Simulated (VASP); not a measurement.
Consider the following.

```xyz
2
Lattice="0.0000 2.1050 2.1050 2.1050 0.0000 2.1050 2.1050 2.1050 0.0000" Properties=species:S:1:pos:R:3 pbc="T T T"
Mg     0.0000     0.0000     0.0000
O      2.1050     2.1050     2.1050
```

These are G0W0 on PBE orbitals, VASP's PBE PAW potentials (set 64) (plane waves; VASP 6.6.1) values and carry that method's errors. Settings: PREC = Normal, 500 eV cut-off, 4×4×4 Γ-centred mesh, Gaussian smearing of 0.010 eV, potentials Mg_sv_GW O_GW_new.

The mesh is coarse and the basis finite, so the quasiparticle values are not converged.

NBANDS = 64, ENCUTGW = 150 eV, NOMEGA = 64. The PBE levels (eV) that the step starts from are:

| state | KS energy | filling |
|---|---|---|
| k1 (0.00, 0.00, 0.00), band 5 | -12.84 | 2 |
| k1 (0.00, 0.00, 0.00), band 6 | 4.42 | 2 |
| k1 (0.00, 0.00, 0.00), band 7 | 4.42 | 2 |
| k1 (0.00, 0.00, 0.00), band 8 | 4.42 | 2 |
| k1 (0.00, 0.00, 0.00), band 9 | 9.16 | 0 |
| k1 (0.00, 0.00, 0.00), band 10 | 20.22 | 0 |
| k1 (0.00, 0.00, 0.00), band 11 | 20.22 | 0 |
| k1 (0.00, 0.00, 0.00), band 12 | 20.22 | 0 |
| k4 (0.25, 0.25, 0.00), band 5 | -12.08 | 2 |
| k4 (0.25, 0.25, 0.00), band 6 | 1.78 | 2 |
| k4 (0.25, 0.25, 0.00), band 7 | 3.68 | 2 |
| k4 (0.25, 0.25, 0.00), band 8 | 3.68 | 2 |
| k4 (0.25, 0.25, 0.00), band 9 | 12.50 | 0 |
| k4 (0.25, 0.25, 0.00), band 10 | 15.58 | 0 |
| k4 (0.25, 0.25, 0.00), band 11 | 19.95 | 0 |
| k4 (0.25, 0.25, 0.00), band 12 | 21.91 | 0 |
| k7 (0.50, 0.50, 0.00), band 5 | -11.30 | 2 |
| k7 (0.50, 0.50, 0.00), band 6 | 0.35 | 2 |
| k7 (0.50, 0.50, 0.00), band 7 | 3.07 | 2 |
| k7 (0.50, 0.50, 0.00), band 8 | 3.07 | 2 |
| k7 (0.50, 0.50, 0.00), band 9 | 13.53 | 0 |
| k7 (0.50, 0.50, 0.00), band 10 | 14.41 | 0 |
| k7 (0.50, 0.50, 0.00), band 11 | 17.54 | 0 |
| k7 (0.50, 0.50, 0.00), band 12 | 23.44 | 0 |

Problem. Give the quasiparticle energies and renormalisation factors Z.

Solution. 
```json
[
 {"state": "k1 (0.00, 0.00, 0.00), band 5", "QP energy (eV)": "-15.19", "Z": "0.74"},
 {"state": "k1 (0.00, 0.00, 0.00), band 6", "QP energy (eV)": "3.14", "Z": "0.79"},
 {"state": "k1 (0.00, 0.00, 0.00), band 7", "QP energy (eV)": "3.14", "Z": "0.79"},
 {"state": "k1 (0.00, 0.00, 0.00), band 8", "QP energy (eV)": "3.14", "Z": "0.79"},
 {"state": "k1 (0.00, 0.00, 0.00), band 9", "QP energy (eV)": "10.31", "Z": "0.84"},
 {"state": "k1 (0.00, 0.00, 0.00), band 10", "QP energy (eV)": "21.36", "Z": "0.83"},
 {"state": "k1 (0.00, 0.00, 0.00), band 11", "QP energy (eV)": "21.36", "Z": "0.83"},
 {"state": "k1 (0.00, 0.00, 0.00), band 12", "QP energy (eV)": "21.36", "Z": "0.83"},
 {"state": "k4 (0.25, 0.25, 0.00), band 5", "QP energy (eV)": "-14.39", "Z": "0.74"},
 {"state": "k4 (0.25, 0.25, 0.00), band 6", "QP energy (eV)": "0.16", "Z": "0.78"},
 {"state": "k4 (0.25, 0.25, 0.00), band 7", "QP energy (eV)": "2.27", "Z": "0.78"},
 {"state": "k4 (0.25, 0.25, 0.00), band 8", "QP energy (eV)": "2.27", "Z": "0.78"},
 {"state": "k4 (0.25, 0.25, 0.00), band 9", "QP energy (eV)": "13.99", "Z": "0.82"},
 {"state": "k4 (0.25, 0.25, 0.00), band 10", "QP energy (eV)": "16.50", "Z": "0.84"},
 {"state": "k4 (0.25, 0.25, 0.00), band 11", "QP energy (eV)": "21.40", "Z": "0.83"},
 {"state": "k4 (0.25, 0.25, 0.00), band 12", "QP energy (eV)": "23.39", "Z": "0.81"},
 {"state": "k7 (0.50, 0.50, 0.00), band 5", "QP energy (eV)": "-13.56", "Z": "0.75"},
 {"state": "k7 (0.50, 0.50, 0.00), band 6", "QP energy (eV)": "-1.51", "Z": "0.77"},
 {"state": "k7 (0.50, 0.50, 0.00), band 7", "QP energy (eV)": "1.56", "Z": "0.78"},
 {"state": "k7 (0.50, 0.50, 0.00), band 8", "QP energy (eV)": "1.56", "Z": "0.78"},
 {"state": "k7 (0.50, 0.50, 0.00), band 9", "QP energy (eV)": "14.40", "Z": "0.85"},
 {"state": "k7 (0.50, 0.50, 0.00), band 10", "QP energy (eV)": "15.68", "Z": "0.84"},
 {"state": "k7 (0.50, 0.50, 0.00), band 11", "QP energy (eV)": "19.38", "Z": "0.79"},
 {"state": "k7 (0.50, 0.50, 0.00), band 12", "QP energy (eV)": "25.20", "Z": "0.79"}
]
```
On the mesh the gap opens from 4.74 to 7.17 eV.

The compound is MgO in the rock salt structure. The cell was not relaxed at this level. The k-mesh is coarse (spacing up to 0.65 per Å, 2π included), so the numbers may not be converged in it.
